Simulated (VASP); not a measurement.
All values below come from LDA (Ceperley-Alder, Perdew-Zunger), VASP's LDA PAW potentials (set 64) (plane waves; VASP).

A VASP calculation is set up with these files.

KPOINTS:
```
Automatic mesh
0
Gamma
  5 5 1
```

### POSCAR
```
MoTe2
1
    1.7600000000    -3.0484090000     0.0000000000
    1.7600000000     3.0484090000     0.0000000000
    0.0000000000     0.0000000000    13.9600000000
Te Mo
4 2
Direct
  0.3239280000   0.6655300000   0.8782520000
  0.6716950000   0.3175010000   0.3825510000
  0.6704180000   0.3402550000   0.1184850000
  0.3249760000   0.6598300000   0.6212360000
  0.3311290000   0.6647840000   0.2501000000
  0.6778540000   0.3521000000   0.7493750000
```

**INCAR**
```
ALGO = Normal
EDIFF = 1E-6
ENCUT = 300
ISIF = 2
ISMEAR = -1
LASPH = .True.
LCHARG = .False.
LMAXMIX = 4
LREAL = .False.
LWAVE = .False.
NELM = 100
PREC = Accurate
SIGMA = 0.02
SYSTEM = MoTe2
```

POTCAR, in this order: Te Mo_sv (LDA.64 set). Program: vasp_std.

Output of the run:

File OSZICAR:
```
       N       E                     dE             d eps       ncg     rms          rms(c)
DAV:   1     0.281317990489E+03    0.28132E+03   -0.21159E+04  1022   0.976E+02
DAV:   2    -0.255152863636E+02   -0.30683E+03   -0.29991E+03  1006   0.288E+02
DAV:   3    -0.420390358641E+02   -0.16524E+02   -0.16146E+02   985   0.559E+01
DAV:   4    -0.424948697907E+02   -0.45583E+00   -0.45438E+00  1015   0.918E+00
DAV:   5    -0.425069838829E+02   -0.12114E-01   -0.12111E-01  1010   0.156E+00    0.219E+01
DAV:   6    -0.416408737077E+02    0.86611E+00   -0.10189E+01   960   0.161E+01    0.899E+00
DAV:   7    -0.415362425941E+02    0.10463E+00   -0.10044E+01   881   0.132E+01    0.659E+00
DAV:   8    -0.410780070311E+02    0.45824E+00   -0.20024E+00   962   0.647E+00    0.287E+00
DAV:   9    -0.410771445899E+02    0.86244E-03   -0.27829E-01  1073   0.233E+00    0.122E+00
DAV:  10    -0.410699694654E+02    0.71751E-02   -0.44218E-02  1011   0.109E+00    0.433E-01
DAV:  11    -0.410692627464E+02    0.70672E-03   -0.10674E-02  1100   0.514E-01    0.271E-01
DAV:  12    -0.410692291631E+02    0.33583E-04   -0.80353E-04  1029   0.140E-01    0.201E-01
DAV:  13    -0.410692053504E+02    0.23813E-04   -0.11166E-04  1053   0.540E-02    0.113E-01
DAV:  14    -0.410691786703E+02    0.26680E-04   -0.87972E-05  1044   0.510E-02    0.582E-02
DAV:  15    -0.410691759661E+02    0.27041E-05   -0.96474E-06   975   0.137E-02    0.297E-02
DAV:  16    -0.410691756311E+02    0.33499E-06   -0.35365E-07   501   0.316E-03
   1 F= -.41069176E+02 E0= -.41069176E+02  d E =-.108206E-07
```

File OUTCAR:
```
------------------------ aborting loop because EDIFF is reached ----------------------------------------
  FORCE on cell =-STRESS in cart. coord.  units (eV):
  Direction    XX          YY          ZZ          XY          YZ          ZX
  --------------------------------------------------------------------------------------
  Total       -3.0852119     -3.2573956     -3.5200629     -0.5436945      0.4538792      0.3018761
  in kB      -32.9985044    -34.8401303    -37.6495414     -5.8151943      4.8545567      3.2287761
  external PRESSURE =     -35.1627254 kB  Pullay stress =       0.0000000 kB
  volume of cell :      149.80
      direct lattice vectors                 reciprocal lattice vectors
     1.760000000 -3.048409000  0.000000000     0.284090909 -0.164019986  0.000000000
     1.760000000  3.048409000  0.000000000     0.284090909  0.164019986  0.000000000
     0.000000000  0.000000000 13.960000000     0.000000000  0.000000000  0.071633238
 POSITION                                       TOTAL-FORCE (eV/Angst)
 -----------------------------------------------------------------------------------
      1.74145      1.04134     12.26040         0.491306     -0.022954     -0.187064
      1.74098     -1.07973      5.34041         0.070165      0.360839     -0.832148
      1.77878     -1.00647      1.65405        -0.149704     -0.029357      0.744923
      1.73326      1.02077      8.67245         0.536822      0.101514      0.073829
      1.75281      1.01712      3.49140         0.085299     -0.319274      0.079800
      1.81272     -0.99303     10.46128        -1.033888     -0.090769      0.120660
 -----------------------------------------------------------------------------------
    total drift:                               -0.000133      0.000102     -0.000271
  FREE ENERGIE OF THE ION-ELECTRON SYSTEM (eV)
  ---------------------------------------------------
  free  energy   TOTEN  =       -41.0691756311 eV

  energy  without entropy=      -41.0691756203  energy(sigma->0) =      -41.06917563
```
(Selected blocks of OUTCAR.)

File OUTCAR:
```
 val. band max:        8.0092958101   @ k =   0.0000   0.0000   0.0000

 cond. band min:       8.6509778892   @ k =  -0.2000   0.4000   0.0000


 Fermi energy:         8.3181929916

 k-point     1 :       0.0000    0.0000    0.0000
  band No.  band energies     occupation
      1     -52.4507      2.00000
      2     -52.4341      2.00000
      3     -26.8323      2.00000
      4     -26.8046      2.00000
      5     -26.7073      2.00000
      6     -26.6819      2.00000
      7     -26.6597      2.00000
      8     -26.6517      2.00000
      9      -5.0327      2.00000
     10      -4.6520      2.00000
     11      -4.1977      2.00000
     12      -3.6603      2.00000
     13       2.1257      2.00000
     14       3.4984      2.00000
     15       4.8308      2.00000
     16       6.0669      2.00000
     17       6.1802      2.00000
     18       6.3369      2.00000
     19       6.3773      2.00000
     20       6.7200      2.00000
     21       6.9212      2.00000
     22       7.0311      2.00000
     23       7.1294      2.00000
     24       7.1888      2.00000
     25       7.7416      2.00000
     26       8.0093      2.00000
     27      10.6777      0.00000
     28      10.8619      0.00000
     29      10.9987      0.00000
     30      11.0310      0.00000
     31      11.1251      0.00000

 k-point     2 :       0.2000   -0.0000    0.0000
  band No.  band energies     occupation
      1     -52.4473      2.00000
      2     -52.4308      2.00000
      3     -26.8215      2.00000
      4     -26.7948      2.00000
      5     -26.7531      2.00000
      6     -26.7038      2.00000
      7     -26.6944      2.00000
      8     -26.6633      2.00000
      9      -4.4831      2.00000
     10      -4.1171      2.00000
     11      -3.7968      2.00000
     12      -3.3183      2.00000
     13       2.7195      2.00000
     14       4.0274      2.00000
     15       4.5119      2.00000
     16       5.0497      2.00000
     17       5.2702      2.00000
...
```

At this cut-off the stress carries a Pulay error, which pulls relaxed volumes low. Unless said otherwise, spin-orbit coupling is left out, though it shifts the bands of the heavy elements here.

The structure is a typed MoTe2 crystal (P6_3/mmc). The cell was not relaxed at this level, atoms are displaced from their ideal sites. The k-mesh is coarse (spacing up to 0.45 per Å, 2π included), so the numbers may not be converged in it.
